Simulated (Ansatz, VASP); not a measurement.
# Hf3Si2 (Hf3Si2 (P4/mbm)): VASP beside Ansatz, part 2 of 2

Wanted: the spread between two codes on one cell, functional and k mesh. The cell is taken from a series of runs on this material, whose earlier steps may have relaxed, scaled, displaced or heated it; both programs get it as it stands.

VASP 6.6.1 and Ansatz 0.2.0.

So far: Starting point; VASP: relaxation of cell and atoms, r2SCAN.

## (3) Ansatz: relaxation of cell and atoms, r2SCAN

Level of this step: Ansatz beside VASP: Kohn-Sham DFT, plane waves, r2SCAN (Ansatz).

Ansatz runs on its default PAW (the set named soft_2) files.

The same cell, functional, mesh and smearing now go to Ansatz.

input.yaml reads:

```yaml
crystal:
  lattice:
    - [6.9898519, 0.0, 0.0]
    - [0.0, 6.9898519, 0.0]
    - [0.0, 0.0, 3.663284]
  atoms:
    - { symbol: Hf, position: [0.67322933, 0.82677067, 0.5] }
    - { symbol: Hf, position: [0.82677067, 0.32677067, 0.5] }
    - { symbol: Hf, position: [0.32677067, 0.17322933, 0.5] }
    - { symbol: Hf, position: [0.17322933, 0.67322933, 0.5] }
    - { symbol: Hf, position: [0.5, 0.5, 0.0] }
    - { symbol: Hf, position: [0.0, 0.0, 0.0] }
    - { symbol: Si, position: [0.62360275, 0.12360275, 0.0] }
    - { symbol: Si, position: [0.87639725, 0.62360275, 0.0] }
    - { symbol: Si, position: [0.12360275, 0.37639725, 0.0] }
    - { symbol: Si, position: [0.37639725, 0.87639725, 0.0] }
basis:
  ecutwfc: 500
  xc_grid: 2
hamiltonian:
  xc: r2scan
kpoints:
  mp_grid: { grid: [6, 6, 11] }
scf:
  occupations: { method: fermi_dirac, width: 0.05 }
  max_iter: 150
output:
  forces: true
  stress: true
relax:
  f_tol: 0.01
  max_steps: 60
  cell: {}
checkpoint:
  write: "../r2scan.run"
  compress: false
  write_wavefunctions: false
  write_every: 100000
```

On the command line:

```bash
> ansatz run input.yaml --threads 4 --pin off --max-ram 5652MiB --backend cpu --events-out ev --progress --plain --runs-dir out
```

Numbers of over 12 decimals in the logs are rounded to 6 here.

The program printed:

```text
Engine: ansatz 0.2.0, x86_64-unknown-linux-gnu
Pseudopotentials: kind: paw
Pseudopotential: Hf, paw, valence charge 26, recommended cutoff 500 eV (meta_gga), Hf.paw.azcp
Pseudopotential: Si, paw, valence charge 4, recommended cutoff 500 eV (meta_gga), Si.paw.azcp
Functional definition: r2SCAN
  parameter k0 = 0.174
  parameter k1 = 0.065
  parameter a1 = 4.9479
  exchange = r2scan_x(k0 = k0, k1 = k1, a1 = a1)
  correlation = r2scan_c
Crystal: 10 atoms, lattice volume = 178.981 Å³
Basis set: ecut = 500 eV, 4545 PW (Γ), exchange–correlation on 108×108×54 points (8 copies of the dense FFT grid, shifted against one another)
Bands: 104, of which v1, the nominal top of the filled ones, is band 86 counted from 1 (85 counted from 0)
Symmetry: 16 space group operations
Space group: P4/mbm (ITA 127), of the structure as read, at distance tolerance 5.6e-5 Å
k-points: 60 of 396
Non-local potential: Hf, projectors of the file, l = 0: 3, l = 1: 2, l = 2: 2, l = 3: 3
Non-local potential: Si, projectors of the file, l = 0: 2, l = 1: 2, l = 2: 2
PAW form: soft (Blöchl's): semilocal exchange-correlation on the pseudo side does not see the compensation charge
PAW frozen core: Hf, regenerated for the run's functional (the file was generated under x = pbe(κ = 0.804, μ = 0.219515), c = pbe(β = 0.066725))
PAW frozen core: Si, regenerated for the run's functional (the file was generated under x = pbe(κ = 0.804, μ = 0.219515), c = pbe(β = 0.066725))
PAW one-centre angular grid: Hf, 974 points (default); XC on 160 Gauss nodes
PAW one-centre angular grid: Si, 302 points (default); XC on 160 Gauss nodes
Initial density: superposition of atomic densities (neutral atoms: chi_scale 0, normalization atom), corrected by the library's trained network
Initial wavefunctions: pseudopotential atomic-orbital guess
Functional: x = r2scan, c = r2scan; τ floored in thin density (d = 2e-4 eV/Å³)
SCF iter   1: F=—  HF=-96963.006313 eV  |F-HF|=—  |Δ(HF+E_count)|=         —  Δρ=8.20e-3  dr2=1.06e-1  dr2_τ=1.74e-1  ethr=1.77e-3  ⟨swp⟩=5.5  Hψ=20805  notcnv=0  defer=48
preconditioner: auto → Kerker (q_TF=auto, 2.710 Å⁻¹)  [metal: Δε(μ)=0.012 eV  Ē_g=17.559 eV  σ=0.050 eV  W_gap=0.06  n_scr=70 (ndim 8)  ℏωp=35.1 eV  f_vac=0.000  D(μ)=6.68/eV (n_scr^D=50)]
SCF iter   2: F=—  HF=-96963.093796 eV  |F-HF|=—  |Δ(HF+E_count)|=   8.75e-2  Δρ=3.70e-3  dr2=2.83e-2  dr2_τ=5.44e-3  ethr=6.16e-5  ⟨swp⟩=2.0  Hψ=12863  notcnv=0  defer=578
SCF iter   3: F=—  HF=-96963.088618 eV  |F-HF|=—  |Δ(HF+E_count)|=   5.18e-3  Δρ=2.98e-3  dr2=1.63e-2  dr2_τ=6.02e-4  ethr=1.65e-5  ⟨swp⟩=2.0  Hψ=8183  notcnv=0  defer=578
SCF iter   4: F=—  HF=-96963.090252 eV  |F-HF|=—  |Δ(HF+E_count)|=   1.63e-3  Δρ=4.31e-4  dr2=3.94e-4  dr2_τ=7.14e-5  ethr=9.45e-6  ⟨swp⟩=2.0  Hψ=7198  notcnv=0  defer=578
SCF iter   5: F=—  HF=-96963.090287 eV  |F-HF|=—  |Δ(HF+E_count)|=   3.46e-5  Δρ=1.48e-4  dr2=6.08e-5  dr2_τ=5.93e-6  ethr=2.29e-7  ⟨swp⟩=2.0  Hψ=10446  notcnv=0  defer=578
SCF iter   6: F=—  HF=-96963.090589 eV  |F-HF|=—  |Δ(HF+E_count)|=   3.02e-4  Δρ=8.20e-5  dr2=1.42e-5  dr2_τ=1.51e-6  ethr=3.53e-8  ⟨swp⟩=2.0  Hψ=10610  notcnv=0  defer=578
SCF iter   7: F=—  HF=-96963.090572 eV  |F-HF|=—  |Δ(HF+E_count)|=   1.68e-5  Δρ=4.22e-5  dr2=2.35e-6  dr2_τ=2.36e-7  ethr=8.28e-9  ⟨swp⟩=2.0  Hψ=10867  notcnv=0  defer=578
SCF iter   8: F=—  HF=-96963.090573 eV  |F-HF|=—  |Δ(HF+E_count)|=   1.17e-6  Δρ=9.58e-6  dr2=1.98e-7  dr2_τ=1.19e-8  ethr=1.37e-9  ⟨swp⟩=2.0  Hψ=10824  notcnv=0  defer=578
SCF iter   9: F=-96963.090573 eV  HF=-96963.090573 eV  |F-HF|=6.43e-9  |Δ(HF+E_count)|=   1.04e-7  Δρ=3.58e-6  dr2=2.47e-8  dr2_τ=2.08e-9  ethr=5.81e-11  ⟨swp⟩=4.0  Hψ=21943  notcnv=0
SCF 1 converged in 9 iterations: F = -96963.090573 eV  dr2 = 2.47e-8
  greatest PAW one-centre occupation: 0.998 electrons in one spin orbital (limit 2), on the Hf atom at site 4 (counted from 0), in its partial waves of l = 3
relax step   1: F+E_penalty+E_count = -96963.09057325 eV  Δ(F+E_penalty+E_count) = +0.000e0 eV  max|allowed force component| = 1.007e-2 eV/Å  Δτ_max = 0.0000 Å  P = +0.375 GPa  Ω = 178.981 Å³  (9 SCF iters, dr2 threshold 1.00e-7 eV, accepted)
[...]
relax step   2: F+E_penalty+E_count = -96963.08937116 eV  Δ(F+E_penalty+E_count) = +1.202e-3 eV  max|allowed force component| = 2.761e-2 eV/Å  Δτ_max = 0.0016 Å  P = -0.629 GPa  Ω = 180.109 Å³  energy of the carried Pulay correction = -9.143e-5 eV  (6 SCF iters, dr2 threshold 5.43e-7 eV, rejected (line search))
[...]
relax step   3: F+E_penalty+E_count = -96963.09121646 eV  Δ(F+E_penalty+E_count) = -6.432e-4 eV  max|allowed force component| = 8.980e-3 eV/Å  Δτ_max = 0.0009 Å  P = +0.002 GPa  Ω = 179.396 Å³  energy of the carried Pulay correction = -3.368e-5 eV  (10 SCF iters, accepted)
[...]
relax step   4: F+E_penalty+E_count = -96963.09125033 eV  Δ(F+E_penalty+E_count) = -3.387e-5 eV  max|allowed force component| = 8.980e-3 eV/Å  Δτ_max = 0.0000 Å  P = +0.002 GPa  Ω = 179.396 Å³  stress off target by 6.72e-3 GPa  SCF on the basis re-selected at this cell (its energy is not comparable with the rows above)  (3 SCF iters)
basis re-selected at this cell: Δ(F+E_penalty+E_count) = -3.387e-5 eV, ΔP = +0.000 GPa vs the last step (what re-selecting the basis moved, of the pressure what is left beyond the Pulay correction that the steps carried, after the strain that the cell walked since its last selection, with what the two solves' SCF thresholds leave and, on support functions, any second-order correction that the steps lacked; it is no m [...]
SCF converged after 3 iterations
Free energy (F): -96963.091250 eV
Harris-Foulkes:  -96963.091250 eV  (|F-HF|=1.75e-10)
Internal energy: -96963.037532 eV  (E = F + TS)
E sigma→0 (E₀):  -96963.064391 eV
Entropy (-TS):   -0.053718 eV (-5.372 meV/atom)
Fermi energy:    17.871495 eV
--- Per-component energies (eV) ---
  E_band       = 63.075860
  E_kinetic    = 2715.421381
  E_local      = -33725.901537  (includes V_loc(G=0)·N_el)
  E_nonlocal   = -7393.764776
  E_hartree    = 15908.909179
  E_xc         = -1912.319098
  E_vxc        = -1968.105422  (∫ρ·V_xc dr)
  E_paw        = -43788.395833  (= ΣΔE_a)
  E_vpaw       = 8522.960243  (= ΣTr[D̂ρ^β])
  E_aug_tail   = 0.000010  (compensation charges beyond the density's cutoff)
  E_vtau       = 94.647568  (kinetic-family band-sum trace: ∫τ·v_τ [+ j·A + Jᵃ·Aᵃ] dr)
  E_ewald      = -28768.610257
  E_core_change = 1.623399  (= ΣΔE_core)
  E_smearing   = -0.053718  (= −TS)
  E_closure    = -0.000000  (closes the sum)
  Σ components = -96963.091250   (vs F -96963.091250, Δ=0.00e0)
--- Forces (eV/Å), atoms counted from 1 ---
  atom   1  Hf     0.00220823    -0.00220823     0.00000000
  atom   2  Hf    -0.00220823    -0.00220823     0.00000000
  atom   3  Hf    -0.00220823     0.00220823    -0.00000000
  atom   4  Hf     0.00220823     0.00220823    -0.00000000
  atom   5  Hf     0.00000000     0.00000000     0.00000000
  atom   6  Hf     0.00000000     0.00000000     0.00000000
  atom   7  Si     0.00898034     0.00898034     0.00000000
  atom   8  Si    -0.00898034     0.00898034    -0.00000000
  atom   9  Si     0.00898034    -0.00898034     0.00000000
  atom  10  Si    -0.00898034    -0.00898034    -0.00000000
  max |Σ_I F_I| component: 6.94e-18 eV/Å
--- Stress (GPa, compression-positive) ---
        0.006721      -0.000000      -0.000000
       -0.000000       0.006721       0.000000
       -0.000000       0.000000      -0.006238
  P = ⅓ Tr σ = 0.0024 GPa (0.024 kbar)
--- Relaxed structure (3 steps of the walk, 2 accepted, 1 SCFs on fresh bases) ---
  F+E_penalty+E_count = -96963.09125033 eV   max|allowed force component| = 8.980e-3 eV/Å   (the final SCF, on the basis selected at the relaxed cell)
  cell:  # Å, volume = 179.3956 Å³
    - [6.998877, 0, 0]
    - [0, 6.998877, 0]
    - [0, 0, 3.662310]
  atoms:
    - { symbol: Hf, position: [0.673142, 0.826858, 0.500000] }
    - { symbol: Hf, position: [0.826858, 0.326858, 0.500000] }
    - { symbol: Hf, position: [0.326858, 0.173142, 0.500000] }
    - { symbol: Hf, position: [0.173142, 0.673142, 0.500000] }
    - { symbol: Hf, position: [0.5, 0.5, 0] }
    - { symbol: Hf, position: [0, 0, 0] }
    - { symbol: Si, position: [0.623651, 0.123651, 0] }
    - { symbol: Si, position: [0.876349, 0.623651, 0] }
    - { symbol: Si, position: [0.123651, 0.376349, 0] }
    - { symbol: Si, position: [0.376349, 0.876349, 0] }
```

The column dr2 measures how far the density is from self-consistency, as an energy; F and HF (Harris–Foulkes) agree once it is small.

## (4) Differences

Known differences besides the potentials themselves: VASP keeps PBE cores, Ansatz makes them for the functional; the data sets hold 172 valence electrons in Ansatz (on its default PAW (the set named soft_2) files) and 76 in VASP; the cutoff is 500 eV in Ansatz and 550 eV in VASP; Ansatz adds a Pulay correction to the stress that steers its cell, VASP none. Total energies have different zeros and are not compared.

Both answers:

| quantity | Ansatz | VASP | difference |
| --- | --- | --- | --- |
| volume (Å³) | 179.40 | 178.91 | +0.27 % |
| edge a after relaxation, in the typed setting (Å) | 6.999 | 6.991 | +0.11 % |
| edge c after relaxation, in the typed setting (Å) | 3.662 | 3.660 | +0.05 % |

## (5) Results

| Quantity | Value |
| --- | --- |
| difference in volume (relaxation of cell and atoms, r2SCAN) | 0.27 % |

In words: The difference in volume is 0.27 % (relaxation of cell and atoms, r2SCAN), within the 1.2 % picked in this series as the mark of a large difference, as far as the stopping tolerances let one tell. The data sets hold unlike numbers of valence electrons (172 in Ansatz and 76 in VASP), so part of the differences comes from the potentials. Such differences can come from data sets, numerical settings and the points named under the comparisons, not from the functional's error against experiment.

[Lines on the potential files, build, host, timing and source positions are cut from VASP's logs without a mark.]

[Logs are printed without paths, hosts, clocks, repeated set-up lines and the standing remarks that a program may print on its own settings, such as how far it seeks lower states.]

[Hosts, paths, dates, database ids (printed as entryN), source tags and the programs' standing remarks are cut or masked in the printed files.]
